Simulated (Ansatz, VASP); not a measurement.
## Cross-check of H5C2NO (liquid N-methylformamide at 298 K) between VASP and Ansatz

Aim: how closely do two programs agree when they are given the same cell, functional and k mesh? Of the first pair: The cell is taken from a series of runs on this material, whose earlier steps may have relaxed, scaled, displaced or heated it; both programs get it as it stands.

Calculated with Ansatz 0.2.0; plane waves, with VASP 6.6.1 beside it; single point at PBE with D4.

## 1. Starting point

The cell holds 117 atoms: 26 C, 13 N, 13 O and 65 H. Cell: a = 10.835 Å, b = 10.835 Å, c = 10.835 Å, α = 90.0°, β = 90.0°, γ = 90.0°. As first built, before any earlier steps moved the atoms (in the runner's words): 13 N-methylformamide placed at random, at 1 g/cm^3; overlaps pushed apart, then 10 ps at 398 K with MMFF94 bonds, angles, torsions, charges and radii (Halgren, J. Comput. Chem. 17, 490 (1996)) in harmonic and 12-6 forms. Snapshot after 20 ps at 298 K and fixed volume. The density is a measured one.

## 2. VASP: single point, PBE with D4, pair 1

A single point gives forces, pressure and levels at one fixed geometry, so differences don't come from the geometry; what else differs is listed under the comparison.

Lines of VASP's logs that name or quote its potential files are left out, and so is its time.

Input file INCAR:

```
SYSTEM = H5C2NO
PREC = Accurate
ENCUT = 600
EDIFF = 1E-06
NELM = 120
ISMEAR = -1
SIGMA = 0.05
LREAL = Auto
ALGO = Normal
GGA = PE
IVDW = 13
NBANDS = 240
LORBIT = 11
LWAVE = .FALSE.
LCHARG = .FALSE.
ISIF = 2
LASPH = .TRUE.
GGA_COMPAT = .FALSE.
EFERMI = MIDGAP
NCORE = 4
```

Input file POSCAR:

```
H5C2NO
1.0
   10.8355000000      0.0000000000      0.0000000000
    0.0000000000     10.8355000000      0.0000000000
    0.0000000000      0.0000000000     10.8355000000
C N O H
26 13 13 65
Direct
    0.6107800000      0.5314800000      0.1660900000
    0.7846900000      0.4505300000      0.2716000000
    0.0296400000      0.6145300000      0.9331000000
    0.9972000000      0.7840700000      0.0635300000
    0.8222200000      0.9828200000      0.3736800000
    0.6043100000      0.0519600000      0.4053100000
    0.0347500000      0.1760900000      0.8413200000
    0.9087300000      0.0985700000      0.0128300000
    0.6487300000      0.6358400000      0.4940500000
    0.4295600000      0.6588400000      0.4704200000
    0.0212600000      0.6706900000      0.4056000000
    0.1122400000      0.7184100000      0.6043200000
    0.4100900000      0.5304200000      0.8775500000
    0.2866600000      0.3874400000      0.7717700000
    0.6539400000      0.2898100000      0.7374400000
    0.7603500000      0.4200100000      0.8882400000
    0.8147200000      0.8904500000      0.7471000000
    0.6862800000      0.8170600000      0.9206600000
    0.2595800000      0.8776000000      0.2124000000
    0.2486200000      0.0043800000      0.3990400000
    0.3207700000      0.3199400000      0.2072900000
    0.4966500000      0.2328100000      0.0722500000
    0.0751700000      0.3162500000      0.4529800000
    0.9017900000      0.3642600000      0.5781200000
    0.3083600000      0.9326600000      0.8528100000
    0.4573500000      0.9314600000      0.6785300000
    0.6656400000      0.4347400000      0.2353500000
    0.9797500000      0.6642200000      0.0455100000
    0.7255700000      0.0644100000      0.4266500000
    0.0095200000      0.0852000000      0.9324400000
[... 81 atom lines left out ...]
    0.8650300000      0.4366600000      0.6445700000
    0.2865100000      0.8428300000      0.8992100000
    0.2409100000      0.9439200000      0.7804600000
    0.2975300000      0.0124000000      0.9225500000
    0.5026500000      0.9330000000      0.8574000000
    0.5545800000      0.9356000000      0.6610900000
```

Input file KPOINTS:

```
Automatic mesh
0
Gamma
1 1 1
0 0 0
```

The projector-augmented-wave data sets are C, N, O and H (PBE family, release 64).

The run is started by

```bash
> mpirun -np 16 vasp_gam
```

Numbers of over 12 decimals in the logs are rounded to 6 here.

Output:

```text
[banner, memory and clock lines left out]
running   16 mpi-ranks, on    1 nodes
[...]
LDA part: xc-table for (Slater+PW92), standard interpolation
 POSCAR, INCAR and KPOINTS ok, starting setup
[...]
entering main loop
       N       E                     dE             d eps       ncg     rms          rms(c)
DAV:   1     0.257495498019E+04    0.25750E+04   -0.17534E+05   480   0.134E+03
DAV:   2    -0.410145992197E+03   -0.29851E+04   -0.28181E+04   600   0.306E+02
DAV:   3    -0.722491030608E+03   -0.31235E+03   -0.30945E+03   592   0.103E+02
DAV:   4    -0.729769653828E+03   -0.72786E+01   -0.72509E+01   592   0.176E+01
[...]
DAV:  17    -0.671320202608E+03    0.37480E-05   -0.59183E-06   568   0.983E-03    0.343E-03
DAV:  18    -0.671320200929E+03    0.16789E-05   -0.25025E-06   520   0.742E-03    0.188E-03
DAV:  19    -0.671320200612E+03    0.31788E-06   -0.25307E-06   536   0.446E-03
   1 F= -.67641022E+03 E0= -.67641022E+03  d E =-.851896E-18
```

Parts of OUTCAR (step 2):

```text
  FREE ENERGIE OF THE ION-ELECTRON SYSTEM (eV)
  ---------------------------------------------------
  free  energy   TOTEN  =      -676.4102233944 eV

  energy  without entropy=     -676.4102233944  energy(sigma->0) =     -676.41022339
```

The run ends at a pressure of 2.00 GPa, with forces up to 4.8 eV/Å.

## 3. Ansatz: single point, PBE with D4, pair 1

Ansatz runs on its default PAW (the set named soft_2) files.

The same cell, functional, mesh and smearing now go to Ansatz, which takes its cutoff from its data sets.

Input file input.yaml:

```yaml
crystal:
  lattice:
    - [10.8355, 0.0, 0.0]
    - [0.0, 10.8355, 0.0]
    - [0.0, 0.0, 10.8355]
  atoms:
    - { symbol: C, position: [0.61078, 0.53148, 0.16609] }
    - { symbol: "N", position: [0.66564, 0.43474, 0.23535] }
    - { symbol: C, position: [0.78469, 0.45053, 0.2716] }
    - { symbol: O, position: [0.84092, 0.54576, 0.2484] }
    - { symbol: H, position: [0.62083, 0.61367, 0.21652] }
    - { symbol: H, position: [0.50996, 0.5132, 0.14807] }
    - { symbol: H, position: [0.65378, 0.54111, 0.07772] }
    - { symbol: H, position: [0.62082, 0.35049, 0.23109] }
    - { symbol: H, position: [0.82206, 0.36504, 0.31921] }
    - { symbol: C, position: [0.02964, 0.61453, 0.9331] }
    - { symbol: "N", position: [0.97975, 0.66422, 0.04551] }
    - { symbol: C, position: [0.9972, 0.78407, 0.06353] }
    - { symbol: O, position: [0.06125, 0.85331, 0.00182] }
    - { symbol: H, position: [0.124, 0.64166, 0.91699] }
    - { symbol: H, position: [0.97158, 0.64914, 0.8542] }
    - { symbol: H, position: [0.02282, 0.5097, 0.93647] }
    - { symbol: H, position: [0.9202, 0.62666, 0.10404] }
    - { symbol: H, position: [0.94693, 0.82141, 0.14349] }
    - { symbol: C, position: [0.82222, 0.98282, 0.37368] }
    - { symbol: "N", position: [0.72557, 0.06441, 0.42665] }
    - { symbol: C, position: [0.60431, 0.05196, 0.40531] }
    - { symbol: O, position: [0.55713, 0.9564, 0.37607] }
    - { symbol: H, position: [0.90198, 0.97141, 0.44214] }
    - { symbol: H, position: [0.86685, 0.0201, 0.28557] }
    - { symbol: H, position: [0.78528, 0.89165, 0.34621] }
    - { symbol: H, position: [0.75808, 0.14874, 0.45847] }
    - { symbol: H, position: [0.56755, 0.14657, 0.43338] }
    - { symbol: C, position: [0.03475, 0.17609, 0.84132] }
    - { symbol: "N", position: [0.00952, 0.0852, 0.93244] }
    - { symbol: C, position: [0.90873, 0.09857, 0.01283] }
    - { symbol: O, position: [0.83736, 0.18194, 0.01648] }
    - { symbol: H, position: [0.95982, 0.1872, 0.78224] }
    - { symbol: H, position: [0.11503, 0.15052, 0.7867] }
    - { symbol: H, position: [0.05051, 0.26138, 0.88744] }
    - { symbol: H, position: [0.05883, 0.00877, 0.94428] }
    - { symbol: H, position: [0.89319, 0.01974, 0.07167] }
    - { symbol: C, position: [0.64873, 0.63584, 0.49405] }
    - { symbol: "N", position: [0.54243, 0.7042, 0.45385] }
    - { symbol: C, position: [0.42956, 0.65884, 0.47042] }
    - { symbol: O, position: [0.41014, 0.55681, 0.51546] }
    - { symbol: H, position: [0.66797, 0.66114, 0.59068] }
    - { symbol: H, position: [0.72261, 0.65603, 0.42617] }
    - { symbol: H, position: [0.62497, 0.53743, 0.48192] }
    - { symbol: H, position: [0.55235, 0.79173, 0.4273] }
    - { symbol: H, position: [0.35896, 0.71918, 0.42976] }
    - { symbol: C, position: [0.02126, 0.67069, 0.4056] }
    - { symbol: "N", position: [0.08593, 0.75137, 0.49098] }
    - { symbol: C, position: [0.11224, 0.71841, 0.60432] }
    - { symbol: O, position: [0.0964, 0.61195, 0.64723] }
    - { symbol: H, position: [0.92414, 0.67178, 0.4371] }
    - { symbol: H, position: [0.06413, 0.57606, 0.39778] }
    - { symbol: H, position: [0.03396, 0.71645, 0.31167] }
    - { symbol: H, position: [0.10892, 0.84007, 0.461] }
    - { symbol: H, position: [0.13476, 0.79927, 0.6619] }
    - { symbol: C, position: [0.41009, 0.53042, 0.87755] }
    - { symbol: "N", position: [0.34506, 0.49462, 0.76717] }
    - { symbol: C, position: [0.28666, 0.38744, 0.77177] }
    - { symbol: O, position: [0.27445, 0.32274, 0.86039] }
    - { symbol: H, position: [0.34654, 0.5299, 0.95908] }
    - { symbol: H, position: [0.45789, 0.62288, 0.8634] }
    - { symbol: H, position: [0.48227, 0.46293, 0.89745] }
    - { symbol: H, position: [0.36276, 0.5395, 0.68661] }
    - { symbol: H, position: [0.25126, 0.36474, 0.68009] }
    - { symbol: C, position: [0.65394, 0.28981, 0.73744] }
    - { symbol: "N", position: [0.71929, 0.30838, 0.85087] }
    - { symbol: C, position: [0.76035, 0.42001, 0.88824] }
    - { symbol: O, position: [0.74056, 0.5205, 0.83798] }
    - { symbol: H, position: [0.55462, 0.26517, 0.75558] }
    - { symbol: H, position: [0.69683, 0.20942, 0.68933] }
    - { symbol: H, position: [0.66492, 0.36638, 0.67779] }
    - { symbol: H, position: [0.73096, 0.23334, 0.90726] }
    - { symbol: H, position: [0.8209, 0.40469, 0.96477] }
    - { symbol: C, position: [0.81472, 0.89045, 0.7471] }
    - { symbol: "N", position: [0.76308, 0.79686, 0.82664] }
    - { symbol: C, position: [0.68628, 0.81706, 0.92066] }
    - { symbol: O, position: [0.6398, 0.91245, 0.94989] }
    - { symbol: H, position: [0.76598, 0.88678, 0.65915] }
    - { symbol: H, position: [0.91194, 0.87034, 0.72532] }
    - { symbol: H, position: [0.80993, 0.98502, 0.7726] }
    - { symbol: H, position: [0.78159, 0.70423, 0.81751] }
    - { symbol: H, position: [0.66401, 0.73324, 0.97148] }
    - { symbol: C, position: [0.25958, 0.8776, 0.2124] }
    - { symbol: "N", position: [0.31977, 0.94425, 0.30976] }
    - { symbol: C, position: [0.24862, 0.00438, 0.39904] }
    - { symbol: O, position: [0.13907, 0.98268, 0.41603] }
    - { symbol: H, position: [0.20202, 0.8041, 0.24621] }
    - { symbol: H, position: [0.3195, 0.85023, 0.13805] }
    - { symbol: H, position: [0.19176, 0.94009, 0.17173] }
    - { symbol: H, position: [0.41659, 0.95651, 0.30192] }
    - { symbol: H, position: [0.30634, 0.05779, 0.46673] }
    - { symbol: C, position: [0.32077, 0.31994, 0.20729] }
    - { symbol: "N", position: [0.37791, 0.27958, 0.08839] }
    - { symbol: C, position: [0.49665, 0.23281, 0.07225] }
    - { symbol: O, position: [0.57056, 0.21358, 0.15197] }
    - { symbol: H, position: [0.25571, 0.40091, 0.18771] }
    - { symbol: H, position: [0.40383, 0.33914, 0.27104] }
    - { symbol: H, position: [0.27298, 0.23451, 0.23554] }
    - { symbol: H, position: [0.32556, 0.28727, 0.00702] }
    - { symbol: H, position: [0.51125, 0.20485, 0.97274] }
    - { symbol: C, position: [0.07517, 0.31625, 0.45298] }
    - { symbol: "N", position: [0.0183, 0.38814, 0.54453] }
    - { symbol: C, position: [0.90179, 0.36426, 0.57812] }
    - { symbol: O, position: [0.8351, 0.28718, 0.53451] }
    - { symbol: H, position: [0.05948, 0.35016, 0.35628] }
    - { symbol: H, position: [0.0428, 0.22167, 0.45566] }
    - { symbol: H, position: [0.16928, 0.32752, 0.4715] }
    - { symbol: H, position: [0.06347, 0.46248, 0.58495] }
    - { symbol: H, position: [0.86503, 0.43666, 0.64457] }
    - { symbol: C, position: [0.30836, 0.93266, 0.85281] }
    - { symbol: "N", position: [0.42724, 0.93982, 0.80199] }
    - { symbol: C, position: [0.45735, 0.93146, 0.67853] }
    - { symbol: O, position: [0.38893, 0.89147, 0.59598] }
    - { symbol: H, position: [0.28651, 0.84283, 0.89921] }
    - { symbol: H, position: [0.24091, 0.94392, 0.78046] }
    - { symbol: H, position: [0.29753, 0.0124, 0.92255] }
    - { symbol: H, position: [0.50265, 0.933, 0.8574] }
    - { symbol: H, position: [0.55458, 0.9356, 0.66109] }
kpoints:
  mp_grid: { grid: [1, 1, 1] }
hamiltonian:
  xc: pbe
  dispersion: d4
scf:
  occupations: { method: fermi_dirac, width: 0.05 }
output:
  forces: true
  stress: true
  populations: true
  dos:
    method: { smearing: { sigma: 0.1 } }
    de: 0.1
    projected: { site_lists: { C: [C], H: [H], "N": ["N"], O: [O] } }
  eigenvalues: true
```

The run is started by

```bash
> ansatz run input.yaml --threads 4 --pin off --max-ram 8192MiB --backend cpu --events-out ev --progress --plain --runs-dir out
```

Output:

```text
Engine: ansatz 0.2.0, aarch64-unknown-linux-gnu
Pseudopotentials: kind: paw
Pseudopotential: C, paw, valence charge 4, recommended cutoff 420 eV (normal), C.paw.azcp
Pseudopotential: N, paw, valence charge 5, recommended cutoff 420 eV (normal), N.paw.azcp
Pseudopotential: O, paw, valence charge 6, recommended cutoff 420 eV (normal), O.paw.azcp
Pseudopotential: H, paw, valence charge 1, recommended cutoff 420 eV (normal), H.paw.azcp
Functional definition: PBE
  parameter kappa = 0.804
  parameter beta = 0.066725
  exchange = pbe_x(kappa = kappa, mu = beta*pi^2/3)
  correlation = pbe_c(beta = beta)
Crystal: 117 atoms, lattice volume = 1272.175 Å³
Basis set: ecut = 420 eV, 24837 PW (Γ), exchange–correlation on 150×150×150 points (8 copies of the dense FFT grid, shifted against one another)
Bands: 273, of which v1, the nominal top of the filled ones, is band 156 counted from 1 (155 counted from 0)
Symmetry: 1 space group operations
Space group: P1 (ITA 1), of the structure as read, at distance tolerance 1.1e-4 Å
k-points: 1
Non-local potential: C, projectors of the file, l = 0: 2, l = 1: 2, l = 2: 1
Non-local potential: N, projectors of the file, l = 0: 2, l = 1: 2, l = 2: 1
Non-local potential: O, projectors of the file, l = 0: 2, l = 1: 2, l = 2: 1
Non-local potential: H, projectors of the file, l = 0: 2, l = 1: 1
PAW form: soft (Blöchl's): semilocal exchange-correlation on the pseudo side does not see the compensation charge
PAW one-centre angular grid: C, 110 points (default); XC on 64 Gauss nodes
PAW one-centre angular grid: N, 110 points (default); XC on 64 Gauss nodes
PAW one-centre angular grid: O, 110 points (default); XC on 64 Gauss nodes
PAW one-centre angular grid: H, 110 points (default); XC on 64 Gauss nodes
Initial density: superposition of atomic densities (neutral atoms: chi_scale 0, normalization atom), corrected by the library's trained network
Initial wavefunctions: pseudopotential atomic-orbital guess
Functional: x = pbe(κ = 0.804, μ = 0.219515), c = pbe(β = 0.066725)
SCF iter   1: F=—  HF=-19936.188785 eV  |F-HF|=—  |Δ(HF+E_count)|=         —  Δρ=6.42e-3  dr2=4.43e-1  ethr=1.77e-3  ⟨swp⟩=6.0  Hψ=1260  notcnv=0  defer=25
preconditioner: auto → Resta (q_TF=auto, 2.159 Å⁻¹)  ε∞=2.3  [insulator: Δε(μ)=4.393 eV  Ē_g=16.280 eV  σ=0.050 eV  W_gap=1.00  n_scr=202 (ndim 8)  ℏωp=18.4 eV  f_vac=0.255  D(μ)=0.00/eV (n_scr^D=0)  ε∞_Penn≈2.3]
SCF iter   2: F=—  HF=-19936.122756 eV  |F-HF|=—  |Δ(HF+E_count)|=   6.60e-2  Δρ=3.26e-3  dr2=9.80e-2  ethr=1.42e-4  ⟨swp⟩=2.0  Hψ=475  notcnv=0  defer=110
SCF iter   3: F=—  HF=-19936.118394 eV  |F-HF|=—  |Δ(HF+E_count)|=   4.36e-3  Δρ=1.58e-3  dr2=3.06e-2  ethr=3.14e-5  ⟨swp⟩=2.0  Hψ=323  notcnv=0  defer=110
SCF iter   4: F=—  HF=-19936.119193 eV  |F-HF|=—  |Δ(HF+E_count)|=   7.99e-4  Δρ=4.25e-4  dr2=2.96e-3  ethr=9.82e-6  ⟨swp⟩=2.0  Hψ=319  notcnv=0  defer=110
SCF iter   5: F=—  HF=-19936.119302 eV  |F-HF|=—  |Δ(HF+E_count)|=   1.09e-4  Δρ=2.01e-4  dr2=6.15e-4  ethr=9.48e-7  ⟨swp⟩=2.0  Hψ=314  notcnv=0  defer=110
SCF iter   6: F=—  HF=-19936.119294 eV  |F-HF|=—  |Δ(HF+E_count)|=   8.49e-6  Δρ=1.21e-4  dr2=1.89e-4  ethr=1.97e-7  ⟨swp⟩=2.0  Hψ=318  notcnv=0  defer=110
SCF iter   7: F=—  HF=-19936.119278 eV  |F-HF|=—  |Δ(HF+E_count)|=   1.57e-5  Δρ=4.09e-5  dr2=1.91e-5  ethr=6.05e-8  ⟨swp⟩=2.0  Hψ=318  notcnv=0  defer=110
SCF iter   8: F=—  HF=-19936.117870 eV  |F-HF|=—  |Δ(HF+E_count)|=   1.41e-3  Δρ=1.29e-5  dr2=1.89e-6  ethr=6.14e-9  ⟨swp⟩=2.0  Hψ=418  notcnv=0  defer=110
SCF iter   9: F=—  HF=-19936.117870 eV  |F-HF|=—  |Δ(HF+E_count)|=   3.46e-7  Δρ=6.62e-6  dr2=5.49e-7  ethr=6.04e-10  ⟨swp⟩=2.0  Hψ=319  notcnv=0  defer=110
SCF iter  10: F=-19936.117870 eV  HF=-19936.117870 eV  |F-HF|=3.15e-8  |Δ(HF+E_count)|=   5.42e-8  Δρ=2.37e-6  dr2=7.20e-8  ethr=3.21e-11  ⟨swp⟩=13.0  Hψ=1785  notcnv=0
SCF 1 converged in 10 iterations: F = -19936.117870 eV  dr2 = 7.20e-8
  greatest PAW one-centre occupation: 0.878 electrons in one spin orbital (limit 2), on the O atom at site 30 (counted from 0), in its partial waves of l = 0
SCF converged after 10 iterations
Free energy (F): -19936.117870 eV
Harris-Foulkes:  -19936.117870 eV  (|F-HF|=3.15e-8)
Internal energy: -19936.117870 eV  (E = F + TS)
E sigma→0 (E₀):  -19936.117870 eV
Fermi energy:    1.209103 eV
--- Per-component energies (eV) ---
  E_band       = -2652.557357
  E_kinetic    = 7273.355417
  E_local      = -24079.992289  (includes V_loc(G=0)·N_el)
  E_nonlocal   = 2046.586607
  E_hartree    = 8772.798514
  E_xc         = -3551.158603
  E_vxc        = -4484.060101  (∫ρ·V_xc dr)
  E_paw        = -6345.391126  (= ΣΔE_a)
  E_vpaw       = -953.991153  (= ΣTr[D̂ρ^β])
  E_aug_tail   = -0.054051  (compensation charges beyond the density's cutoff)
  E_ewald      = -4047.169600
  E_disp       = -5.092739  (pairwise vdW)
  E_smearing   = -0.000000  (= −TS)
  E_closure    = 0.000000  (closes the sum)
[...]
atom  59  H      0.40009130     0.30047281    -0.51393804
  atom  60  H     -0.76363964    -0.99473194     0.26649208
  atom  61  H      0.22402628    -0.07622906     0.14208456
  atom  62  H     -0.17068567    -0.18091429    -0.49073555
  atom  63  H     -0.46116311    -0.43905700    -0.46931802
  atom  64  C     -0.78727976    -2.06523592     0.38108217
  atom  65  N     -0.55664066     0.73580366    -0.40151762
  atom  66  C     -0.31467395    -1.12290531    -0.63714358
  atom  67  O     -0.04658600     0.35684841    -0.26931827
  atom  68  H      0.56147752     0.40456401    -0.31108860
  atom  69  H     -0.36179658     0.38611229     0.22607239
  atom  70  H     -0.21464743     1.05954167    -0.61414973
  atom  71  H      0.51179183     0.42999209     0.09747014
  atom  72  H      0.64288950     0.33996961     1.25765279
  atom  73  C      0.39927592    -1.30958194    -1.51063515
  atom  74  N      0.41366718    -0.25140657     0.40960019
  atom  75  C      0.78013302    -2.27236379    -0.49295465
  atom  76  O     -1.32763495     3.50600150     0.88643412
  atom  77  H     -0.09868118    -0.00675664    -0.51737173
  atom  78  H     -0.08546551    -0.07793319     0.21575490
  atom  79  H     -0.31885778     0.79110142     1.18601703
  atom  80  H      0.29369923     0.18211859    -0.35472389
  atom  81  H      0.03866828    -0.82631382     0.20990291
  atom  82  C     -1.07211279     1.12996005    -0.07236973
[...]
atom 110  N      1.63218699     0.23272429    -1.93774341
  atom 111  C     -1.67767515    -2.20314685     0.95095074
  atom 112  O     -0.30645864     1.06039852     0.35153068
  atom 113  H      0.22742858     0.54926204    -0.15685212
  atom 114  H     -0.43750451     0.13019808    -0.42144793
  atom 115  H     -0.10254128    -1.20344431    -0.79975882
  atom 116  H      0.20614342     0.47838432     0.51561353
  atom 117  H      1.25163641     0.62861884     0.00359052
  max |Σ_I F_I| component: 2.55e-4 eV/Å
--- Stress (GPa, compression-positive) ---
        2.056388       0.316039       1.227088
        0.316038       2.043296      -0.530938
        1.227088      -0.530939       1.460757
  P = ⅓ Tr σ = 1.8535 GPa (18.535 kbar)
--- Band table (eV) ---
  k-point 0: bands = [... 152 lower, -1.0966, -1.0509, -1.0262, -0.9572, 3.3563, 3.5195, 3.6826, 3.7094, ... 113 higher]
--- Löwdin populations: 117 sites ---
  site symbol       q [e]
     0      C      4.3499
     1      N      5.2561
     2      C      3.6801
     3      O      6.4642
     4      H      0.7840
     5      H      0.8147
     6      H      0.8124
     7      H      0.6842
     8      H      0.8438
     9      C      4.3185
    10      N      5.2501
    11      C      3.6887
    12      O      6.4546
    13      H      0.7839
    14      H      0.8171
    15      H      0.8111
    16      H      0.6620
    17      H      0.8649
    18      C      4.3362
    19      N      5.2552
    20      C      3.6584
    21      O      6.4038
    22      H      0.8026
    23      H      0.8152
[...]
109      N      5.2673
   110      C      3.7067
   111      O      6.4473
   112      H      0.8144
   113      H      0.7969
   114      H      0.8179
   115      H      0.6792
   116      H      0.8451
  spilling = 0.013972 (of n_electrons = 312.000000)
```

(Continued in part 2 of 3.)

[Lines on the potential files, build, host, timing and source positions are cut from VASP's logs without a mark.]

[Logs are printed without paths, hosts, clocks, repeated set-up lines and the standing remarks that a program may print on its own settings, such as how far it seeks lower states.]

[Hosts, paths, dates, database ids (printed as entryN), source tags and the programs' standing remarks are cut or masked in the printed files.]

[The MMFF94 radii named for the starting cell were scaled by 0.96; in molecules described by MMFF94, hydrogen bound to N, O or S took a small fixed 12-6 site in their place.]
